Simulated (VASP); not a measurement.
An input for Quantum ESPRESSO's pw.x (written as the equivalent of a VASP run, and not itself run):

```
&CONTROL
  calculation = 'vc-relax'
  pseudo_dir = './pseudo'
  outdir = './out'
  tprnfor = .true.
  tstress = .true.
  nstep = 60
  forc_conv_thr = 0.00039
/
&SYSTEM
  ibrav = 0
  nat = 2
  ntyp = 1
  ecutwfc = 58
  occupations = 'smearing'
  smearing = 'methfessel-paxton'
  degauss = 0.00735
  input_dft = 'pbesol'
/
&ELECTRONS
  conv_thr = 7.3e-08
  electron_maxstep = 100
/
&IONS
/
&CELL
/
ATOMIC_SPECIES
  Hf 178.490 Hf.upf
CELL_PARAMETERS angstrom
     1.5781302   -2.7334017    0.0000000
     1.5781302    2.7334017    0.0000000
     0.0000000   -0.0000000    4.9914299
ATOMIC_POSITIONS crystal
  Hf   0.3333330  0.6666670  0.2500000
  Hf   0.6666670  0.3333330  0.7500000
K_POINTS automatic
  12 12 7 0 0 0
```

Question: Translate this input to VASP (INCAR, KPOINTS, POSCAR, choice of POTCAR).

Answer: This is not unique; one that fits is 
**KPOINTS**
```
Automatic mesh
0
Gamma
12 12 7
0 0 0
```

File POSCAR:
```
Hf
1
    1.5781302037    -2.7334016569     0.0000000000
    1.5781302037     2.7334016569     0.0000000000
    0.0000000000    -0.0000000000     4.9914298850
Hf
2
Direct
  0.3333330000   0.6666670000   0.2500000000
  0.6666670000   0.3333330000   0.7500000000
```

**INCAR**
```
! general
SYSTEM =Hf
PREC   =Accurate
ENCUT  =400
LREAL  =.FALSE.   ! projection in real space or not
LASPH  =.TRUE.   ! aspherical one-centre terms

! electronic loop
EDIFF  =1E-6   ! SCF stop (eV)
NELM   =100
ALGO   =Normal
LMAXMIX=6

! smearing
ISMEAR =1   ! Methfessel-Paxton
SIGMA  =0.1   ! width (eV)

! functional
GGA    =PS   ! PBEsol

! ions
IBRION =2   ! conjugate gradients
NSW    =60   ! most ionic steps
ISIF   =3   ! ions, shape and volume
EDIFFG =-0.01   ! ionic stop

! output
LWAVE  =.FALSE.
LCHARG =.FALSE.
```

POTCAR, in this order: Hf_pv (PBE.64 set). Program: vasp_std.

Limits of the translation: the potentials are each code's own (VASP's PAW set, PseudoDojo norm-conserving files in pw.x), so ENCUT and ecutwfc are chosen apart and not converted; conv_thr bounds pw.x's estimated SCF error, while EDIFF bounds the energy change between steps; forc_conv_thr acts on force components and is met together with etot_conv_thr.

The compound is Hf in the hcp structure. This run relaxes it. Symmetry was kept, so distortions that lower it aren't found. The start is the result of an earlier pass.
